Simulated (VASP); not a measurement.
Output of a VASP run:

File OUTCAR:
```
 ion  position               nearest neighbor table
   1  0.000  0.000  0.000-   3 1.92   6 1.92   5 2.01   4 2.01   4 2.01   5 2.01
   2  0.500  0.500  0.500-   4 1.92   5 1.92   3 2.01   6 2.01   3 2.01   6 2.01
   3  0.302  0.302  0.000-   1 1.92   2 2.01   2 2.01
   4  0.802  0.198  0.500-   2 1.92   1 2.01   1 2.01
   5  0.198  0.802  0.500-   2 1.92   1 2.01   1 2.01
   6  0.698  0.698  0.000-   1 1.92   2 2.01   2 2.01
  LATTYP: Found a simple tetragonal cell.
 ALAT       =     4.5088724788
 C/A-ratio  =     0.6933626878
 Subroutine PRICEL returns:
 Original cell was already a primitive cell.
 Subroutine GETGRP returns: Found 16 space group operations
The static configuration has the point symmetry D_2h.
 The point group associated with its full space group is D_4h.
The dynamic configuration has the point symmetry D_2h.
The overall configuration has the point symmetry D_2h.
 Subroutine INISYM returns: Found 16 space group operations
 Subroutine IBZKPT returns following result:
 Found     24 irreducible k-points:

 Following reciprocal coordinates:
            Coordinates               Weight
  0.000000  0.000000  0.000000      1.000000
  0.200000  0.000000  0.000000      4.000000
  0.400000  0.000000  0.000000      4.000000
  0.200000  0.200000  0.000000      4.000000
  0.400000  0.200000  0.000000      8.000000
  0.400000  0.400000  0.000000      4.000000
  0.000000  0.000000  0.142857      2.000000
  0.200000  0.000000  0.142857      8.000000
  0.400000  0.000000  0.142857      8.000000
  0.200000  0.200000  0.142857      8.000000
  0.400000  0.200000  0.142857     16.000000
  0.400000  0.400000  0.142857      8.000000
  0.000000  0.000000  0.285714      2.000000
  0.200000  0.000000  0.285714      8.000000
  0.400000  0.000000  0.285714      8.000000
  0.200000  0.200000  0.285714      8.000000
  0.400000  0.200000  0.285714     16.000000
  0.400000  0.400000  0.285714      8.000000
  0.000000  0.000000  0.428571      2.000000
  0.200000  0.000000  0.428571      8.000000
  0.400000  0.000000  0.428571      8.000000
  0.200000  0.200000  0.428571      8.000000
  0.400000  0.200000  0.428571     16.000000
  0.400000  0.400000  0.428571      8.000000
   k-points           NKPTS =     24   k-points in BZ     NKDIM =     24   number of bands    NBANDS=     32
   number of dos      NEDOS =    301   number of ions     NIONS =      6
   total plane-waves  NPLWV =  44800
   dimension x,y,z NGX =    40 NGY =   40 NGZ =   28
   dimension x,y,z NGXF=    80 NGYF=   80 NGZF=   56
   ions per type =               2   4
   PREC   = accura    normal or accurate (medium, high low for compatibility)
   ISTART =      0    job   : 0-new  1-cont  2-samecut
   ICHARG =      2    charge: 1-file 2-atom 10-const
   ISPIN  =      2    spin polarized calculation?
   LNONCOLLINEAR =      F non collinear calculations
   LSORBIT =      F    spin-orbit coupling
   INIWAV =      1    electr: 0-lowe 1-rand  2-diag
   ENCUT  =  620.0 eV  45.57 Ry    6.75 a.u.   9.15  9.15  6.35*2*pi/ulx,y,z
   NELM   =    100;   NELMIN=  2; NELMDL= -5     # of ELM steps
   EDIFF  = 0.1E-05   stopping-criterion for ELM
   LREAL  =      F    real-space projection
   NLSPLINE    = F    spline interpolate recip. space projectors
   LMAXMIX     =    4 max onsite mixed and CHGCAR
   VOSKOWN=      0    Vosko Wilk Nusair interpolation
   EDIFFG = -.2E-01   stopping-criterion for IOM
   NSW    =     40    number of steps for IOM
   NBLOCK =      1;   KBLOCK =     40    inner block; outer block
   IBRION =      2    ionic relax: 0-MD 1-quasi-New 2-CG
   NFREE  =      1    steps in history (QN), initial steepest desc. (CG)
   ISIF   =      3    stress and relaxation
   ISYM   =      2    0-nonsym 1-usesym 2-fastsym
   TEIN   =    0.0    initial temperature
   TEBEG  =    0.0;   TEEND  =   0.0 temperature during run
   SMASS  =  -3.00    Nose mass-parameter (am)
   PSTRESS=  300.0 pullay stress
   NELECT =      54.0000    total number of electrons
   EFERMI =   0.00;   METHOD = LEGACY
...
```

OSZICAR:
```
...
DAV:   1    -0.409090441746E+02    0.10979E-02   -0.20147E-02  3072   0.111E+00    0.131E-01
DAV:   2    -0.409089381154E+02    0.10606E-03   -0.63151E-04  3680   0.217E-01    0.797E-02
DAV:   3    -0.409088852934E+02    0.52822E-04   -0.51478E-05  3960   0.580E-02    0.435E-02
DAV:   4    -0.409088742414E+02    0.11052E-04   -0.19689E-05  3592   0.327E-02    0.118E-02
DAV:   5    -0.409088740777E+02    0.16369E-06   -0.22371E-06  2600   0.117E-02
   6 F= -.29571953E+02 E0= -.29571953E+02  d E =-.123009E-02  mag=     0.0000
       N       E                     dE             d eps       ncg     rms          rms(c)
DAV:   1    -0.409195086435E+02   -0.10634E-01   -0.14456E-01  3072   0.299E+00    0.324E-01
DAV:   2    -0.409184791813E+02    0.10295E-02   -0.34725E-03  3248   0.522E-01    0.202E-01
DAV:   3    -0.409181695658E+02    0.30962E-03   -0.47122E-04  3600   0.164E-01    0.112E-01
DAV:   4    -0.409180809234E+02    0.88642E-04   -0.94349E-05  3536   0.709E-02    0.425E-02
DAV:   5    -0.409180735868E+02    0.73367E-05   -0.26290E-05  3656   0.375E-02    0.198E-02
DAV:   6    -0.409180734879E+02    0.98832E-07   -0.16500E-06  2104   0.101E-02
   7 F= -.29572416E+02 E0= -.29572416E+02  d E =-.462948E-03  mag=    -0.0000
       N       E                     dE             d eps       ncg     rms          rms(c)
DAV:   1    -0.409514968666E+02   -0.33423E-01   -0.10066E+00  3072   0.789E+00    0.850E-01
DAV:   2    -0.409444016501E+02    0.70952E-02   -0.24048E-02  3272   0.138E+00    0.533E-01
DAV:   3    -0.409422378455E+02    0.21638E-02   -0.32531E-03  3592   0.430E-01    0.296E-01
DAV:   4    -0.409416246318E+02    0.61321E-03   -0.65231E-04  3544   0.187E-01    0.111E-01
DAV:   5    -0.409415737517E+02    0.50880E-04   -0.18573E-04  3632   0.990E-02    0.514E-02
DAV:   6    -0.409415730208E+02    0.73090E-06   -0.12302E-05  3200   0.268E-02    0.241E-02
DAV:   7    -0.409415732559E+02   -0.23512E-06   -0.15171E-06  2304   0.110E-02
   8 F= -.29573006E+02 E0= -.29573006E+02  d E =-.105351E-02  mag=    -0.0000
       N       E                     dE             d eps       ncg     rms          rms(c)
DAV:   1    -0.409330071120E+02    0.85659E-02   -0.61918E-02  3184   0.203E+00    0.228E-01
DAV:   2    -0.409324396019E+02    0.56751E-03   -0.23091E-03  3184   0.428E-01    0.144E-01
DAV:   3    -0.409323608335E+02    0.78768E-04   -0.21889E-04  3568   0.115E-01    0.686E-02
DAV:   4    -0.409323283309E+02    0.32503E-04   -0.24182E-05  3776   0.372E-02    0.309E-02
DAV:   5    -0.409323211579E+02    0.71731E-05   -0.13964E-05  3616   0.292E-02    0.113E-02
DAV:   6    -0.409323213204E+02   -0.16254E-06   -0.12700E-06  1984   0.881E-03
   9 F= -.29573286E+02 E0= -.29573286E+02  d E =-.279515E-03  mag=    -0.0000
       N       E                     dE             d eps       ncg     rms          rms(c)
DAV:   1    -0.409123512559E+02    0.19970E-01   -0.42456E-01  3200   0.531E+00    0.595E-01
DAV:   2    -0.409084538728E+02    0.38974E-02   -0.15926E-02  3168   0.112E+00    0.377E-01
DAV:   3    -0.409079132339E+02    0.54064E-03   -0.15091E-03  3584   0.301E-01    0.180E-01
DAV:   4    -0.409076919617E+02    0.22127E-03   -0.16367E-04  3800   0.966E-02    0.811E-02
DAV:   5    -0.409076425786E+02    0.49383E-04   -0.95048E-05  3632   0.767E-02    0.296E-02
DAV:   6    -0.409076437703E+02   -0.11917E-05   -0.92265E-06  3432   0.232E-02    0.121E-02
DAV:   7    -0.409076438162E+02   -0.45949E-07   -0.59737E-07  1592   0.760E-03
  10 F= -.29573580E+02 E0= -.29573580E+02  d E =-.573762E-03  mag=    -0.0000
```

**OUTCAR**
```
------------------------ aborting loop because EDIFF is reached ----------------------------------------
  FORCE on cell =-STRESS in cart. coord.  units (eV):
  Direction    XX          YY          ZZ          XY          YZ          ZX
  --------------------------------------------------------------------------------------
  Total       11.3288805     11.3288805     11.3751142      0.0000000      0.0000000      0.0000000
  in kB      299.8628017    299.8628017    301.0865569      0.0000000      0.0000000      0.0000000
  external PRESSURE =       0.2707201 kB  Pullay stress =     300.0000000 kB
  volume of cell :       60.53
      direct lattice vectors                 reciprocal lattice vectors
     4.409354377  0.000000000  0.000000000     0.226790572  0.000000000  0.000000000
    -0.000000000  4.409354377  0.000000000    -0.000000000  0.226790572  0.000000000
     0.000000000  0.000000000  3.113328704     0.000000000  0.000000000  0.321199621
 POSITION                                       TOTAL-FORCE (eV/Angst)
 -----------------------------------------------------------------------------------
      4.40935      0.00000      0.00000         0.000000      0.000000      0.000000
      2.20468      2.20468      1.55666        -0.000000      0.000000      0.000000
      1.33557      1.33557      0.00000        -0.005268     -0.005268      0.000000
      3.54024      0.86911      1.55666        -0.005268      0.005268      0.000000
      0.86911      3.54024      1.55666         0.005268     -0.005268      0.000000
      3.07379      3.07379      0.00000         0.005268      0.005268      0.000000
 -----------------------------------------------------------------------------------
    total drift:                                0.000000      0.000000     -0.000000
  FREE ENERGIE OF THE ION-ELECTRON SYSTEM (eV)
  ---------------------------------------------------
  free  energy   TOTEN  =       -40.9076438162 eV

  energy  without entropy=      -40.9076438162  energy(sigma->0) =      -40.90764382
  enthalpy is  TOTEN    =       -29.5735799234 eV   P V=       11.3340638928

 total charge

# of ion       s       p       d       tot
------------------------------------------
    1        0.232   6.260   5.153  11.644
    2        0.232   6.260   5.153  11.644
    3        1.729   4.398   0.000   6.127
    4        1.729   4.398   0.000   6.127
    5        1.729   4.398   0.000   6.127
    6        1.729   4.398   0.000   6.127
--------------------------------------------------
tot          7.380  30.111  10.305  47.796

 magnetization (x)

# of ion       s       p       d       tot
------------------------------------------
    1        0.015   0.014   4.229   4.258
    2       -0.015  -0.014  -4.229  -4.258
    3       -0.005  -0.027   0.000  -0.032
    4        0.005   0.027   0.000   0.032
    5        0.005   0.027   0.000   0.032
    6       -0.005  -0.027   0.000  -0.032
--------------------------------------------------
tot          0.000   0.000   0.000   0.000

 reached required accuracy - stopping structural energy minimisation
```
(Selected blocks of OUTCAR.)

File POSCAR:
```
MnF2
1
    4.5088724788     0.0000000000     0.0000000000
    0.0000000000     4.5088724788     0.0000000000
    0.0000000000     0.0000000000     3.1262839407
Mn F
2 4
Direct
  1.0000000000   0.0000000000   0.0000000000
  0.5000000000   0.5000000000   0.5000000000
  0.3017389277   0.3017389277   1.0000000000
  0.8017389277   0.1982610723   0.5000000000
  0.1982610723   0.8017389277   0.5000000000
  0.6982610723   0.6982610723   0.0000000000
```

Task: Reconstruct the remaining input files.

Result: Several could match; the one computed here: the input of the run itself, LDA (Ceperley-Alder, Perdew-Zunger), plane waves, VASP's LDA PAW potentials (set 64).

**INCAR**
```
ALGO = Normal
EDIFF = 1E-6
EDIFFG = -0.02
ENCUT = 620
IBRION = 2
ISIF = 3
ISMEAR = 0
ISPIN = 2
LASPH = T
LCHARG = F
LMAXMIX = 4
LORBIT = 10
LREAL = F
LWAVE = F
MAGMOM = 4.4 -4.4 -0.0 0.0 0.0 -0.0
NELM = 100
NSW = 40
PREC = Accurate
PSTRESS = 300
SIGMA = 0.05
SYSTEM = MnF2
```

**KPOINTS**
```
Automatic mesh
0
Gamma
5 5 7
0 0 0
```

POTCAR, in this order: Mn_pv F (LDA.64 set). Program: vasp_std.

Energy and stress use the plane-wave basis of the starting cell.

The compound is MnF2 in the rutile structure. This run relaxes it under an external pressure of 30 GPa. Symmetry was kept, so distortions that lower it aren't found.
